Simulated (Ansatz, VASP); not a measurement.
# CsLiMoO4 in two plane-wave programs, part 2 of 2

Wanted: the spread between two codes on one cell, functional and k mesh. The cell is taken from a series of runs on this material, whose earlier steps may have relaxed, scaled, displaced or heated it; both programs get it as it stands.

VASP 6.6.1 and Ansatz 0.2.0.

So far: The structure; VASP: dielectric response, LDA.

## Step 3: Ansatz: dielectric response, LDA

Level of this step: Ansatz beside VASP: Kohn-Sham DFT, plane waves, LDA (Ansatz).

Ansatz runs on its default PAW (the set named soft_2) files.

The same cell, functional (in two slightly different forms) and mesh now go to Ansatz, which takes its cutoff from its data sets.

Input file input.yaml:

```yaml
crystal:
  lattice:
    - [0.0, 4.19603097, 4.19603097]
    - [4.19603097, 0.0, 4.19603097]
    - [4.19603097, 4.19603097, 0.0]
  atoms:
    - { symbol: Cs, position: [0.75, 0.75, 0.75] }
    - { symbol: Li, position: [0.5, 0.5, 0.5] }
    - { symbol: Mo, position: [0.25, 0.25, 0.25] }
    - { symbol: O, position: [0.88636748, 0.37121084, 0.37121084] }
    - { symbol: O, position: [0.37121084, 0.37121084, 0.88636748] }
    - { symbol: O, position: [0.37121084, 0.88636748, 0.37121084] }
    - { symbol: O, position: [0.37121084, 0.37121084, 0.37121084] }
kpoints:
  mp_grid: { grid: [4, 4, 4] }
hamiltonian:
  xc: lda
scf:
  occupations: { method: fixed }
dielectric: {}
```

The run is started by

```bash
> ansatz run input.yaml --threads 4 --pin off --max-ram 7372MiB --backend cpu --events-out ev --progress --plain --runs-dir out
```

Numbers of over 12 decimals in the logs are rounded to 6 here.

The program printed:

```text
Engine: ansatz 0.2.0, aarch64-unknown-linux-gnu
Pseudopotentials: kind: paw
Pseudopotential: Cs, paw, valence charge 9, recommended cutoff 420 eV (normal), Cs.paw.azcp
Pseudopotential: Li, paw, valence charge 3, recommended cutoff 420 eV (normal), Li.paw.azcp
Pseudopotential: Mo, paw, valence charge 14, recommended cutoff 420 eV (normal), Mo.paw.azcp
Pseudopotential: O, paw, valence charge 6, recommended cutoff 420 eV (normal), O.paw.azcp
Functional definition: SPW92
  exchange = slater_x
  correlation = pw_c
Crystal: 7 atoms, lattice volume = 147.756 Å³
Basis set: ecut = 420 eV, 2891 PW (Γ), exchange–correlation on 80×80×80 points (8 copies of the dense FFT grid, shifted against one another)
Bands: 32, of which v1, the nominal top of the filled ones, is band 25 counted from 1 (24 counted from 0)
Symmetry: 24 space group operations
k-points: 18 of 64 (irreducible under 4 space group operations, time reversal used)
Non-local potential: Cs, projectors of the file, l = 0: 3, l = 1: 2, l = 2: 2, l = 3: 2
Non-local potential: Li, projectors of the file, l = 0: 3, l = 1: 2, l = 2: 1
Non-local potential: Mo, projectors of the file, l = 0: 3, l = 1: 2, l = 2: 2, l = 3: 1
Non-local potential: O, projectors of the file, l = 0: 2, l = 1: 2, l = 2: 1
PAW form: soft (Blöchl's): semilocal exchange-correlation on the pseudo side does not see the compensation charge
PAW frozen core: Cs, regenerated for the run's functional, and the local potential with it (the file was generated under x = pbe(κ = 0.804, μ = 0.219515), c = pbe(β = 0.066725))
PAW frozen core: Mo, regenerated for the run's functional, and the local potential with it (the file was generated under x = pbe(κ = 0.804, μ = 0.219515), c = pbe(β = 0.066725))
PAW frozen core: O, regenerated for the run's functional, and the local potential with it (the file was generated under x = pbe(κ = 0.804, μ = 0.219515), c = pbe(β = 0.066725))
PAW one-centre angular grid: Cs, 194 points (default); XC on 64 Gauss nodes
PAW one-centre angular grid: Li, 110 points (default); XC on 64 Gauss nodes
PAW one-centre angular grid: Mo, 590 points (default); XC on 64 Gauss nodes
PAW one-centre angular grid: O, 110 points (default); XC on 64 Gauss nodes
Initial density: superposition of atomic densities (neutral atoms: chi_scale 0, normalization atom), corrected by the library's trained network
Initial wavefunctions: pseudopotential atomic-orbital guess
Functional: x = slater, c = lda
SCF iter   1: F=—  HF=-12775.379789 eV  |F-HF|=—  |Δ(HF+E_count)|=         —  Δρ=1.23e-2  dr2=2.11e-1  ethr=1.77e-3  ⟨swp⟩=4.2  Hψ=2199  notcnv=0  defer=89
preconditioner: auto → Resta (q_TF=auto, 2.278 Å⁻¹)  ε∞=3.6  [insulator: Δε(μ)=4.206 eV  Ē_g=11.913 eV  n_scr=26 (ndim 8)  ℏωp=19.3 eV  f_vac=0.200  ε∞_Penn≈3.6]
SCF iter   2: F=—  HF=-12775.344683 eV  |F-HF|=—  |Δ(HF+E_count)|=   3.51e-2  Δρ=6.99e-3  dr2=8.08e-2  ethr=4.22e-4  ⟨swp⟩=2.0  Hψ=1089  notcnv=0  defer=89
SCF iter   3: F=—  HF=-12775.330206 eV  |F-HF|=—  |Δ(HF+E_count)|=   1.45e-2  Δρ=2.05e-3  dr2=5.17e-3  ethr=1.62e-4  ⟨swp⟩=2.0  Hψ=807  notcnv=0  defer=89
SCF iter   4: F=—  HF=-12775.328740 eV  |F-HF|=—  |Δ(HF+E_count)|=   1.47e-3  Δρ=5.31e-4  dr2=3.47e-4  ethr=1.03e-5  ⟨swp⟩=2.1  Hψ=1028  notcnv=0  defer=89
SCF iter   5: F=—  HF=-12775.328749 eV  |F-HF|=—  |Δ(HF+E_count)|=   9.55e-6  Δρ=9.34e-5  dr2=1.13e-5  ethr=6.93e-7  ⟨swp⟩=2.9  Hψ=1025  notcnv=0  defer=74
SCF iter   6: F=—  HF=-12775.328765 eV  |F-HF|=—  |Δ(HF+E_count)|=   1.58e-5  Δρ=1.49e-5  dr2=2.65e-7  ethr=2.26e-8  ⟨swp⟩=2.2  Hψ=796  notcnv=0  defer=23
SCF iter   7: F=—  HF=-12775.328766 eV  |F-HF|=—  |Δ(HF+E_count)|=   1.51e-6  Δρ=2.12e-6  dr2=7.60e-9  ethr=5.29e-10  ⟨swp⟩=2.0  Hψ=878  notcnv=0  defer=18
SCF iter   8: F=—  HF=-12775.328766 eV  |F-HF|=—  |Δ(HF+E_count)|=   1.62e-8  Δρ=4.79e-7  dr2=5.62e-10  ethr=1.52e-11  ⟨swp⟩=2.0  Hψ=909  notcnv=0  defer=18
SCF iter   9: F=-12775.328766 eV  HF=-12775.328766 eV  |F-HF|=7.82e-11  |Δ(HF+E_count)|=  7.24e-10  Δρ=9.04e-8  dr2=3.77e-11  ethr=1.00e-12  ⟨swp⟩=8.5  Hψ=1969  notcnv=0
SCF 1 converged in 9 iterations: F = -12775.328766 eV  dr2 = 3.77e-11
  greatest PAW one-centre occupation: 1.000 electrons in one spin orbital (limit 2), on the Li atom at site 1 (counted from 0), in its partial waves of l = 0
NSCF: frozen V_eff on 1 k-points
DFPT response loops at Γ: preconditioner auto → none (the input reference at scf.mixing.eps_inf says where Resta's filter doesn't serve); β = 0.50; Broyden in place of MSR1
SCF converged after 9 iterations
Free energy (F): -12775.328766 eV
Harris-Foulkes:  -12775.328766 eV  (|F-HF|=7.82e-11)
Internal energy: -12775.328766 eV  (E = F + TS)
E sigma→0 (E₀):  -12775.328766 eV
Fermi energy:    1.706049 eV
--- Per-component energies (eV) ---
  E_band       = -560.493660
  E_kinetic    = 1297.177321
  E_local      = -4820.534960  (includes V_loc(G=0)·N_el)
  E_nonlocal   = 345.448844
  E_hartree    = 1841.401700
  E_xc         = -652.506760
  E_vxc        = -737.666350  (∫ρ·V_xc dr)
  E_paw        = -8598.059691  (= ΣΔE_a)
  E_vpaw       = -327.732192  (= ΣTr[D̂ρ^β])
  E_aug_tail   = 0.010020  (compensation charges beyond the density's cutoff)
  E_ewald      = -2189.396299
  E_core_change = 1.131058  (= ΣΔE_core)
  E_smearing   = -0.000000  (= −TS)
  E_closure    = -0.000000  (closes the sum)
  Σ components = -12775.328766   (vs F -12775.328766, Δ=0.00e0)
--- Band table (eV; the first three rows and the last of 18) ---
  k-point 0: bands = [... 21 lower, 0.4211, 1.7006, 1.7006, 1.7006, 6.1740, 6.3414, 6.3414, 8.4531, ... 3 higher]
  k-point 1: bands = [... 21 lower, 0.6345, 1.5174, 1.5174, 1.7032, 6.4280, 6.4280, 6.8294, 8.0453, ... 3 higher]
  k-point 2: bands = [... 21 lower, 0.8657, 1.2207, 1.2207, 1.7060, 6.5232, 6.5232, 7.4502, 8.1810, ... 3 higher]
  k-point 17: bands = [... 21 lower, 1.1161, 1.3257, 1.3853, 1.3992, 6.2849, 6.6828, 7.5340, 8.1779, ... 3 higher]
--- Dielectric response (ions clamped): 1 representative field direction + reference, on 18 of 64 k-points (Σ response iterations 9) ---
  k mesh reduced under 4 symmetry operations, with k and −k counted as one. Each operation leaves every solved perturbation unchanged. A smaller set is not considered because the run solves the response to a homogeneous field
  ε∞ (high-frequency dielectric tensor):
        2.590922     0.000000    -0.000000
       -0.000000     2.590922     0.000000
       -0.000000    -0.000000     2.590922
  Born effective charges Z* (e; rows j = field, columns β = displacement):
    site 0:
         1.32212    0.00000   -0.00000
        -0.00000    1.32212    0.00000
        -0.00000   -0.00000    1.32212
    site 1:
         1.36377    0.00000   -0.00000
         0.00000    1.36377   -0.00000
         0.00000    0.00000    1.36377
    site 2:
         3.25157    0.00000   -0.00000
        -0.00000    3.25157   -0.00000
         0.00000   -0.00000    3.25157
    site 3:
        -1.48436    0.73230    0.73230
         0.73230   -1.48436   -0.73230
         0.73230   -0.73230   -1.48436
    site 4:
        -1.48436   -0.73230    0.73230
        -0.73230   -1.48436    0.73230
         0.73230    0.73230   -1.48436
    site 5:
        -1.48436    0.73230   -0.73230
         0.73230   -1.48436    0.73230
        -0.73230    0.73230   -1.48436
    site 6:
        -1.48436   -0.73230   -0.73230
        -0.73230   -1.48436   -0.73230
        -0.73230   -0.73230   -1.48436
  Z* charge neutrality: 3.852e-5 e pre-enforcement
  k-mesh period / interband length: 23.7 Å / 1.02 Å = 23.31 at k = (0.0000, -0.5000, -0.5000), direct gap 4.795 eV — 14 or more, which is no proof of convergence
```

## Step 4: Side by side

Known differences besides the potentials themselves: the two LDA forms differ slightly; fixed occupations in Ansatz, narrow Gaussian smearing in VASP; the cutoff is 420 eV in Ansatz and 650 eV in VASP; VASP's log shows a relativistic correction to its local exchange, Ansatz's none. Total energies have different zeros and are not compared.

Compared:

| quantity | Ansatz | VASP | difference |
| --- | --- | --- | --- |
| ε∞ xx | 2.59 | 2.59 | -0.04 % |
| ε∞ yy | 2.59 | 2.59 | -0.04 % |
| ε∞ zz | 2.59 | 2.59 | -0.04 % |

## Step 5: Outcome

```
difference in ε∞ xx (dielectric response, LDA) : -0.036 %
```

What this shows: The difference in ε∞ xx is -0.036 % (dielectric response, LDA), within the 5 % picked in this series as the mark of a large difference. Such differences can come from data sets, numerical settings and the points named under the comparisons, not from the functional's error against experiment.

[Lines on the potential files, build, host, timing and source positions are cut from VASP's logs without a mark.]

[Logs are printed without paths, hosts, clocks, repeated set-up lines and the standing remarks that a program may print on its own settings, such as how far it seeks lower states.]

[Hosts, paths, dates, database ids (printed as entryN), source tags and the programs' standing remarks are cut or masked in the printed files.]
